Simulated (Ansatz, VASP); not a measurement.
Two plane-wave programs on SiF

```
CELL_PARAMETERS angstrom
3.05889 0.00000 0.00000
0.00000 3.05889 0.00000
0.00000 0.00000 3.02860
ATOMIC_POSITIONS crystal
Si 0.50000 0.50000 0.50000
F 0.00000 0.00000 0.00000
```

Change from the starting cell: strain = 0.01.

Alike in both runs: task single point; functional PBE; k mesh 9 × 9 × 9; occupations fermi-dirac, width 0.05 eV; no spin polarisation.

```csv
,VASP,Ansatz
version,VASP 6.6.1,Ansatz 0.2.0
potentials or method,"VASP PAW PBE potentials, release 64 (Si, F)",Ansatz PAW
plane-wave cutoff (eV),520,420
valence electrons in the cell,11,11
```

|  | VASP | Ansatz | Ansatz less VASP |
| --- | --- | --- | --- |
| gap on the k mesh at the Fermi level (eV) | none | none | - |
| pressure (GPa) | -1.4 | -1.2 | +0.17 |
| largest component of the traceless stress (GPa) | 1.45 | 1.46 | +0.011 |

A gap of «none» marks a metal or a gap that the smearing closes.

Caveats: an odd number of electrons without spin polarisation forces a metal; a magnetic or distorted state may lie lower; the pressure holds a Pulay correction of +0.5 GPa for the finite cutoff (Ansatz).
